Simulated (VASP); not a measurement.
VASP input:

### INCAR
```
# general
SYSTEM=BN
PREC  =Accurate
ENCUT =520
LREAL =F
LASPH =T

# electronic loop
EDIFF =1E-6
NELM  =100
ALGO  =Normal

# smearing
ISMEAR=0
SIGMA =0.05

# functional
GGA   =PE
IVDW  =11

# ions
ISIF  =2

# output
LWAVE =F
LCHARG=F
```

POSCAR:
```
BN
1
    1.2770400000    -2.2118990000     0.0000000000
    1.2770400000     2.2118990000     0.0000000000
    0.0000000000     0.0000000000     6.7932000000
B N
2 2
Direct
  0.3333330000   0.6666670000   0.2500000000
  0.6666670000   0.3333330000   0.7500000000
  0.6666670000   0.3333330000   0.2500000000
  0.3333330000   0.6666670000   0.7500000000
```

File KPOINTS:
```
K-points
0
gamma
  9 9 3
```

POTCAR, in this order: B N (PBE.64 set). Program: vasp_std.

**Question.** Write an equivalent input for Quantum ESPRESSO's pw.x.

**Answer.** One equivalent input (not run):
```
&CONTROL
  calculation = 'scf'
  pseudo_dir = './pseudo'
  outdir = './out'
  tprnfor = .true.
  tstress = .true.
/
&SYSTEM
  ibrav = 0
  nat = 4
  ntyp = 2
  ecutwfc = 84
  occupations = 'smearing'
  smearing = 'gaussian'
  degauss = 0.003675
  input_dft = 'pbe'
  vdw_corr = 'grimme-d3'
  dftd3_version = 3
  dftd3_threebody = .false.
/
&ELECTRONS
  conv_thr = 7.3e-08
  electron_maxstep = 100
/
ATOMIC_SPECIES
  B 10.810 B.upf
  N 14.007 N.upf
CELL_PARAMETERS angstrom
     1.2770400   -2.2118990    0.0000000
     1.2770400    2.2118990    0.0000000
     0.0000000    0.0000000    6.7932000
ATOMIC_POSITIONS crystal
  B    0.3333330  0.6666670  0.2500000
  B    0.6666670  0.3333330  0.7500000
  N    0.6666670  0.3333330  0.2500000
  N    0.3333330  0.6666670  0.7500000
K_POINTS automatic
  9 9 3 0 0 0
```
What does not carry over: the potentials are each code's own (VASP's PAW set, PseudoDojo norm-conserving files in pw.x), so ENCUT and ecutwfc are chosen apart and not converted; conv_thr bounds pw.x's estimated SCF error, while EDIFF bounds the energy change between steps.

The compound is BN in the hex structure. The cell was not relaxed at this level. The run is one of a series of settings (IVDW = 11 against the base run), some of them coarse on purpose.
